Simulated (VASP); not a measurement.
Here is the system:

```yaml
crystal:
  lattice:
    - [5.85938, 0.00000, 0.00000]
    - [0.00000, 5.85938, 0.00000]
    - [0.00000, 0.00000, 5.85938]
  atoms:
    - { symbol: In, position: [0.00000, 0.00000, 0.00000] }
    - { symbol: As, position: [0.25915, 0.25915, 0.25915] }
    - { symbol: As, position: [0.74085, 0.74085, 0.25915] }
    - { symbol: As, position: [0.74085, 0.25915, 0.74085] }
    - { symbol: As, position: [0.25915, 0.74085, 0.74085] }
    - { symbol: Ga, position: [0.50000, 0.50000, 0.00000] }
    - { symbol: Ga, position: [0.50000, 0.00000, 0.50000] }
    - { symbol: Ga, position: [0.00000, 0.50000, 0.50000] }
```

The numbers are results of PBE GGA, VASP's PBE PAW potentials (set 64) (plane waves; VASP), not measurements. Run with 400 eV cut-off, Gaussian smearing of 0.050 eV, potentials In_d As Ga_d.

Problem. Give the energies of bands 29 to 42 at the high-symmetry points, in eV from the Fermi level.

Solution. 
| band | Γ | X | M | R |
|---|---|---|---|---|
| 29 | -2.47 | -3.12 | -3.05 | -1.26 |
| 30 | -2.47 | -3.10 | -3.00 | -1.26 |
| 31 | -2.35 | -3.00 | -2.93 | -1.10 |
| 32 | -2.35 | -3.00 | -2.93 | -1.10 |
| 33 | -2.35 | -1.64 | -1.38 | -1.10 |
| 34 | -0.15 | -1.64 | -1.09 | -0.78 |
| 35 | 0.00 | -1.31 | -0.93 | -0.78 |
| 36 | 0.00 | -1.31 | -0.93 | -0.78 |
| 37 | 0.00 | 2.00 | 2.29 | 0.69 |
| 38 | 1.59 | 2.08 | 2.29 | 0.69 |
| 39 | 1.59 | 2.87 | 2.79 | 0.69 |
| 40 | 1.59 | 3.13 | 2.81 | 1.22 |
| 41 | 1.65 | 4.24 | 4.96 | 4.40 |
| 42 | 1.85 | 4.29 | 5.29 | 4.41 |

It has no gap at this level: it comes out as a metal or semimetal.

The structure was generated: Ga3InAs4 was put into an ordered model structure (P-43m), which need not be its known phase. It was relaxed first, which changed the volume by +6 %.
